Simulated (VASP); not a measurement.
# Ca2C (Pnma) in VASP: single point with PBE+D3(BJ)

Aim: the single point of Ca2C with PBE+D3(BJ).

All numbers are computed with VASP 6.6.1; they aren't measurements. Logs are shortened: lines on timing, memory, paths and dates and some standing lists are left out, and cuts for length are marked.

### Step 1. The crystal as given

It takes space group Pnma (No. 62, orthorhombic). The conventional cell has a = 5.944 Å, b = 3.940 Å, c = 7.199 Å, α = 90.00°, β = 90.00°, γ = 90.00°. Ca (site symmetry m) has 4 C at 2.37 to 2.43 Å as nearest neighbours. Ca (site symmetry m) is surrounded by 3 C at 2.41 to 2.58 Å. C (site symmetry m) is surrounded by 7 Ca at 2.37 to 2.58 Å.

The cell was built by a generator and needn't be a form met in nature.

### Step 2. Single point, PBE+D3(BJ)

Input file INCAR:

```
PREC = Accurate
ENCUT = 520
EDIFF = 1E-6
ISMEAR = 0
SIGMA = 0.1
LREAL = False
LASPH = True
NELM = 100
ALGO = Fast
ISIF = 2
LWAVE = False
LCHARG = False
GGA = PE
IVDW = 12
NBANDS = 60
```

Input file KPOINTS:

```
regular mesh
0
Gamma
  4 6 4
```

Input file POSCAR:

```
Ca2C
1.0
    5.9439694665      0.0000000000      0.0000000000
    0.0000000000      3.9404309602      0.0000000000
    0.0000000000      0.0000000000      7.1991950732
Ca C
8 4
Direct
    0.3440723074      0.7500000000      0.0879276433
    0.6559276926      0.2500000000      0.9120723567
    0.8440723074      0.7500000000      0.4120723567
    0.1559276926      0.2500000000      0.5879276433
    0.0113162925      0.2500000000      0.1777983622
    0.9886837075      0.7500000000      0.8222016378
    0.5113162925      0.2500000000      0.3222016378
    0.4886837075      0.7500000000      0.6777983622
    0.7507032080      0.2500000000      0.5929826373
    0.2492967920      0.7500000000      0.4070173627
    0.2507032080      0.2500000000      0.9070173627
    0.7492967920      0.7500000000      0.0929826373
```

Potentials or basis: VASP PAW PBE potentials, release 64 (Ca_sv, C).

On the command line:

```sh
$ cat potpaw_PBE.64/Ca_sv/POTCAR potpaw_PBE.64/C/POTCAR > POTCAR
$ mpirun -np 1 vasp_std > vasp.out
```

OUTCAR:

```text
PREC = Accurate
   ENCUT = 520
   EDIFF = 1E-6
   ISMEAR = 0
   LREAL = False
   LASPH = True
   NELM = 100
   ISIF = 2
   GGA = PE
   IVDW = 12
 IVDW          = 12

 ion  position               nearest neighbor table
   1  0.344  0.750  0.088-  10 2.37  12 2.41  11 2.43  11 2.43   7 2.78   7 2.78   6 2.85   5 2.87
                             5 2.87   2 2.99   2 2.99   8 3.08
   2  0.656  0.250  0.912-   9 2.37  11 2.41  12 2.43  12 2.43   8 2.78   8 2.78   5 2.85   6 2.87
                             6 2.87   1 2.99   1 2.99   7 3.08
   3  0.844  0.750  0.412-  12 2.37  10 2.41   9 2.43   9 2.43   5 2.78   5 2.78   8 2.85   7 2.87
                             7 2.87   4 2.99   4 2.99   6 3.08
   4  0.156  0.250  0.588-  11 2.37   9 2.41  10 2.43  10 2.43   6 2.78   6 2.78   7 2.85   8 2.87
                             8 2.87   3 2.99   3 2.99   5 3.08
   5  0.011  0.250  0.178-  11 2.41  12 2.58  12 2.58   3 2.78   3 2.78   2 2.85   1 2.87   1 2.87
                             4 3.08   7 3.15   7 3.15
   6  0.989  0.750  0.822-  12 2.41  11 2.58  11 2.58   4 2.78   4 2.78   1 2.85   2 2.87   2 2.87
                             3 3.08   8 3.15   8 3.15
   7  0.511  0.250  0.322-   9 2.41  10 2.58  10 2.58   1 2.78   1 2.78   4 2.85   3 2.87   3 2.87
                             2 3.08   5 3.15   5 3.15
   8  0.489  0.750  0.678-  10 2.41   9 2.58   9 2.58   2 2.78   2 2.78   3 2.85   4 2.87   4 2.87
                             1 3.08   6 3.15   6 3.15
   9  0.751  0.250  0.593-   2 2.37   4 2.41   7 2.41   3 2.43   3 2.43   8 2.58   8 2.58
  10  0.249  0.750  0.407-   1 2.37   3 2.41   8 2.41   4 2.43   4 2.43   7 2.58   7 2.58
  11  0.251  0.250  0.907-   4 2.37   2 2.41   5 2.41   1 2.43   1 2.43   6 2.58   6 2.58
  12  0.749  0.750  0.093-   3 2.37   1 2.41   6 2.41   2 2.43   2 2.43   5 2.58   5 2.58

  LATTYP: Found a simple orthorhombic cell.
 ALAT       =     3.9404309602
 B/A-ratio  =     1.5084566959
 C/A-ratio  =     1.8270070320

  Lattice vectors:

 A1 = (   0.0000000000,  -3.9404309602,   0.0000000000)
 A2 = (   5.9439694665,   0.0000000000,   0.0000000000)
 A3 = (   0.0000000000,   0.0000000000,   7.1991950732)

Analysis of symmetry for initial positions (statically):
=====================================================================
 Subroutine PRICEL returns:
 Original cell was already a primitive cell.

 Routine SETGRP: Setting up the symmetry group for a
 simple orthorhombic supercell.

 Subroutine GETGRP returns: Found  8 space group operations
 (whereof  2 operations were pure point group operations)
 out of a pool of  8 trial point group operations.

The static configuration has the point symmetry S_2 .
 The point group associated with its full space group is D_2h.

Analysis of symmetry for dynamics (positions and initial velocities):
[... 152 lines left out ...]
     AMIX_MAG =   1.60;   BMIX_MAG =  1.00
  volume/ion in A,a.u.               =      14.05        94.82
  Fermi-wavevector in a.u.,A,eV,Ry     =   1.356846  2.564067 25.048741  1.841031
  Thomas-Fermi vector in A             =   2.483814
   LORBIT       =      0    0 simple, 1 ext, 2 COOP (PROOUT), +10 PAW based schemes
   GGA     = PE    functional components
   LHFCALC =     F    Hartree Fock is set to
   AEXX    =    0.0000 exact exchange contribution
   IVDW    =    12    specifies the selected vdW correction
   LEPSILON=     F    determine dielectric tensor
   LRPA    =     F    only Hartree local field effects (RPA)
 non-spin polarized calculation
 RMM-DIIS sequential band-by-band and
 Gauss-broadening in eV      SIGMA  =   0.10
  energy-cutoff  :      520.00
  volume of cell :      168.62
 maximum number of plane-waves:      4566
 NGX is ok and might be reduce to    48
   NGX = 23   NGY = 15   NGZ = 27

 number of electron      96.0000001 magnetization

 Free energy of the ion-electron system (eV)
  ---------------------------------------------------
  ext. energy  EPLUGINS =         0.00000000
  ---------------------------------------------------
  free energy    TOTEN  =       -43.21698825 eV

  energy without entropy =      -43.21698821  energy(sigma->0) =      -43.21698823

 E-fermi :   6.0817     XC(G=0): -11.2187

 val. band max:        5.7572825612   @ k =   0.0000   0.0000   0.0000
 cond. band min:       6.4043943950   @ k =   0.0000   0.0000   0.0000
 fundamental gap:      0.6471118339
 Fermi energy:         6.0816612288

 k-point     1 :       0.0000    0.0000    0.0000
  band No.  band energies     occupation
      1     -34.3688      2.00000
      2     -34.2331      2.00000
      3     -34.1851      2.00000
      4     -34.1332      2.00000
      5     -33.6158      2.00000
      6     -33.5097      2.00000
[... 1501 lines left out ...]
     59       9.2646      0.00000
     60       9.2660      0.00000

 [... further k-points ...]

------------------------ aborting loop because EDIFF is reached ----------------------------------------

 Edisp (eV)   -5.01743

 E8    (eV) :    -2.3788

  FORCE on cell =-STRESS in cart. coord.  units (eV):
  Direction    XX          YY          ZZ          XY          YZ          ZX
  --------------------------------------------------------------------------------------
  -------------------------------------------------------------------------------------
  Total      25.89829    25.94887    26.02172     0.00000     0.00000     0.00000
  in kB     246.08060   246.56121   247.25345     0.00000     0.00000     0.00000
  external pressure =      246.63 kB  Pullay stress =        0.00 kB

 VOLUME and BASIS-vectors are now :
 -----------------------------------------------------------------------------
  energy-cutoff  :      520.00
  volume of cell :      168.62
      direct lattice vectors                 reciprocal lattice vectors
     5.943969466  0.000000000  0.000000000     0.168237742  0.000000000  0.000000000
     0.000000000  3.940430960  0.000000000     0.000000000  0.253779348  0.000000000
     0.000000000  0.000000000  7.199195073     0.000000000  0.000000000  0.138904418

 POSITION                                       TOTAL-FORCE (eV/Angst)
 -----------------------------------------------------------------------------------
      2.04516      2.95532      0.63301        -0.006821     -0.000000     -0.004460
      3.89881      0.98511      6.56619         0.006821     -0.000000      0.004460
      5.01714      2.95532      2.96659        -0.006821     -0.000000      0.004460
      0.92683      0.98511      4.23261         0.006821      0.000000     -0.004460
      0.06726      0.98511      1.28001         0.008954      0.000000     -0.003836
      5.87671      2.95532      5.91919        -0.008954     -0.000000      0.003836
      3.03925      0.98511      2.31959         0.008954      0.000000      0.003836
      2.90472      2.95532      4.87960        -0.008954      0.000000     -0.003836
      4.46216      0.98511      4.26900        -0.006174      0.000000      0.015772
      1.48181      2.95532      2.93020         0.006174      0.000000     -0.015772
      1.49017      0.98511      6.52979        -0.006174      0.000000     -0.015772
      4.45380      2.95532      0.66940         0.006174      0.000000      0.015772
 -----------------------------------------------------------------------------------
    total drift:                                0.000000      0.000000     -0.000000

  FREE ENERGIE OF THE ION-ELECTRON SYSTEM (eV)
  ---------------------------------------------------
  free  energy   TOTEN  =       -48.2344151523 eV

  energy  without entropy=      -48.2344151168  energy(sigma->0) =      -48.23441513
```

OSZICAR:

```text
N       E                     dE             d eps       ncg     rms          rms(c)
DAV:   1     0.111305203218E+04    0.11131E+04   -0.48062E+04  4320   0.166E+03
DAV:   2     0.559309677185E+02   -0.10571E+04   -0.10300E+04  4364   0.511E+02
DAV:   3    -0.450210640574E+02   -0.10095E+03   -0.97952E+02  6416   0.121E+02
[... 15 lines left out ...]
RMM:  19    -0.432169739035E+02   -0.10928E-04   -0.14591E-04  7720   0.332E-02    0.570E-03
RMM:  20    -0.432169792553E+02   -0.53518E-05   -0.61045E-05  7598   0.232E-02    0.994E-03
RMM:  21    -0.432169829472E+02   -0.36919E-05   -0.32250E-05  7167   0.162E-02    0.930E-03
RMM:  22    -0.432169855092E+02   -0.25619E-05   -0.16746E-05  7061   0.129E-02    0.231E-03
RMM:  23    -0.432169886611E+02   -0.31520E-05   -0.10036E-05  6246   0.106E-02    0.616E-03
RMM:  24    -0.432169882492E+02    0.41191E-06   -0.52566E-06  4685   0.699E-03
   1 F= -.48234415E+02 E0= -.48234415E+02  d E =-.355171E-07
```

It took 9.6 min on 1 thread of Intel Xeon Platinum 8488C (Sapphire Rapids), shared host; peak memory 0.44 GiB.

What came out:

- Free energy: -48.2344 eV
- Pressure: 24.7 GPa
- Largest force: 0.017 eV/Å
- Band gap on the k mesh: 0.65 eV, direct
- Dispersion energy per atom: -0.418 eV

Forces in eV/Å, atoms in the order of the input:
```
Ca  -0.007  0.000 -0.004
Ca   0.007  0.000  0.004
Ca  -0.007  0.000  0.004
Ca   0.007  0.000 -0.004
Ca   0.009  0.000 -0.004
Ca  -0.009  0.000  0.004
Ca   0.009  0.000  0.004
Ca  -0.009  0.000 -0.004
C   -0.006  0.000  0.016
C    0.006  0.000 -0.016
C   -0.006  0.000 -0.016
C    0.006  0.000  0.016
```

Stress tensor (GPa, compression positive):
```
24.61  0.00  0.00
 0.00 24.66  0.00
 0.00  0.00 24.73
```

Levels at points of the mesh, in eV from the valence-band top:
```tsv
k point	band 45	band 46	band 47	band 48	band 49	band 50	band 51	band 52
(0.00, 0.00, 0.00)	-1.20	-0.46	-0.24	0.00	0.65	1.74	1.84	2.02
(0.50, 0.00, 0.00)	-0.92	-0.92	-0.53	-0.53	1.56	1.56	2.46	2.46
(0.00, 0.50, 0.00)	-0.47	-0.47	-0.29	-0.29	1.74	1.74	1.95	1.95
(0.50, 0.50, 0.00)	-0.58	-0.58	-0.58	-0.58	2.31	2.31	2.31	2.31
(0.00, 0.00, 0.50)	-0.46	-0.46	-0.24	-0.24	1.49	1.49	1.92	1.92
(0.50, 0.00, 0.50)	-0.83	-0.83	-0.54	-0.54	2.07	2.07	2.44	2.44
(0.00, 0.50, 0.50)	-0.47	-0.47	-0.31	-0.31	1.32	1.32	1.76	1.76
(0.50, 0.50, 0.50)	-0.52	-0.52	-0.52	-0.52	2.25	2.25	2.25	2.25
```

Caveat: so large a pressure means that the cell lies far from this level's equilibrium, or that cutoff or potentials fall short. Expect the measured gap to be larger: semilocal functionals such as PBE lack the derivative discontinuity.
